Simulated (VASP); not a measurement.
The input files of a VASP run:

INCAR:
```
SYSTEM = LiCl
PREC = Accurate
ENCUT = 520
EDIFF = 1E-6
NELM = 100
ALGO = Normal
LREAL = .FALSE.
LASPH = .TRUE.
ISMEAR = 0
SIGMA = 0.05
GGA = PE
LWAVE = .FALSE.
LCHARG = .FALSE.
ISIF = 2
```

KPOINTS:
```
k-points along high-symmetry lines
6
Line-mode
Reciprocal
  0.000000   0.000000   0.000000 ! GAMMA
  0.500000   0.000000   0.500000 ! X

  0.500000   0.000000   0.500000 ! X
  0.625000   0.250000   0.625000 ! U

  0.375000   0.375000   0.750000 ! K
  0.000000   0.000000   0.000000 ! GAMMA

  0.000000   0.000000   0.000000 ! GAMMA
  0.500000   0.500000   0.500000 ! L

  0.500000   0.500000   0.500000 ! L
  0.500000   0.250000   0.750000 ! W

  0.500000   0.250000   0.750000 ! W
  0.500000   0.000000   0.500000 ! X
```

File POSCAR:
```
LiCl
1
    0.0000000000     2.6214000000     2.6214000000
    2.6214000000     0.0000000000     2.6214000000
    2.6214000000     2.6214000000     0.0000000000
Li Cl
1 1
Direct
  0.0000000000   0.0000000000   0.0000000000
  0.5000000000   0.5000000000   0.5000000000
```

POTCAR, in this order: Li_sv Cl (PBE.64 set). Program: vasp_std.

Output of the run:

standard output:
```
 POSCAR found type information on POSCAR LiCl
 POSCAR found :  2 types and       2 ions
 Reading from existing POTCAR
 Reading from existing POTCAR
 LDA part: xc-table for (Slater+PW92), standard interpolation
 POSCAR, INCAR and KPOINTS ok, starting setup
 WAVECAR not read
 entering main loop
       N       E                     dE             d eps       ncg     rms          rms(c)
DAV:   1     0.424333200614E+02    0.42433E+02   -0.41360E+03   648   0.102E+03
DAV:   2    -0.516639271641E+01   -0.47600E+02   -0.45275E+02   876   0.159E+02
DAV:   3    -0.707067310833E+01   -0.19043E+01   -0.19028E+01   836   0.381E+01
DAV:   4    -0.710269997147E+01   -0.32027E-01   -0.32008E-01  1009   0.499E+00
DAV:   5    -0.710301954238E+01   -0.31957E-03   -0.31957E-03   890   0.426E-01    0.244E+00
DAV:   6    -0.699563069122E+01    0.10739E+00   -0.27084E-01   703   0.298E+00    0.177E+00
DAV:   7    -0.699801176624E+01   -0.23811E-02   -0.83197E-02   944   0.184E+00    0.102E+00
DAV:   8    -0.700453064329E+01   -0.65189E-02   -0.10205E-02   693   0.910E-01    0.148E-01
DAV:   9    -0.700455022636E+01   -0.19583E-04   -0.34380E-04   885   0.165E-01    0.648E-02
DAV:  10    -0.700472042921E+01   -0.17020E-03   -0.22711E-04   678   0.132E-01    0.517E-02
DAV:  11    -0.700470263304E+01    0.17796E-04   -0.15708E-05   879   0.350E-02    0.219E-03
DAV:  12    -0.700470023124E+01    0.24018E-05   -0.68637E-07   720   0.738E-03    0.330E-03
DAV:  13    -0.700470061110E+01   -0.37986E-06   -0.13890E-07   376   0.345E-03
   1 F= -.70047006E+01 E0= -.70047006E+01  d E =-.691424E-16
```

### OUTCAR
```
------------------------ aborting loop because EDIFF is reached ----------------------------------------
  FORCE on cell =-STRESS in cart. coord.  units (eV):
  Direction    XX          YY          ZZ          XY          YZ          ZX
  --------------------------------------------------------------------------------------
  Total        0.1659037      0.1659037      0.1659037      0.0000000     -0.0000000     -0.0000000
  in kB        7.3779662      7.3779662      7.3779662      0.0000000     -0.0000000     -0.0000000
  external PRESSURE =       7.3779662 kB  Pullay stress =       0.0000000 kB
  volume of cell :       36.03
      direct lattice vectors                 reciprocal lattice vectors
     0.000000000  2.621400000  2.621400000    -0.190737774  0.190737774  0.190737774
     2.621400000  0.000000000  2.621400000     0.190737774 -0.190737774  0.190737774
     2.621400000  2.621400000  0.000000000     0.190737774  0.190737774 -0.190737774
  FREE ENERGIE OF THE ION-ELECTRON SYSTEM (eV)
  ---------------------------------------------------
  free  energy   TOTEN  =        -7.0047006111 eV

  energy  without entropy=       -7.0047006111  energy(sigma->0) =       -7.00470061
```
(Selected blocks of OUTCAR.)

Read input and log: which fault does this run have?
(A) a line-mode KPOINTS file was used for a self-consistent run
(B) ENCUT is too low for a cell relaxation, so Pulay stress biases the volume
(C) the lattice vectors form a left-handed set
(D) simple mixing (IMIX = 1) with AMIX above 1 overshoots

A, a line-mode KPOINTS file was used for a self-consistent run. The run ends without an error. Against the sound run, the energy per atom (σ→0) rises by 0.186 eV/atom; the pressure increases by 2.35 GPa.

To mend it, correct KPOINTS.
KPOINTS:
```
Automatic mesh
0
Gamma
7 7 7
0 0 0
```
The mended run (PBE GGA, plane waves, VASP's PBE PAW potentials (set 64)) converges, and its OSZICAR ends with
```
   1 F= -.73767808E+01 E0= -.73767808E+01  d E =-.441376E-11
```

The compound is LiCl in the rock salt structure. The cell was not relaxed at this level.
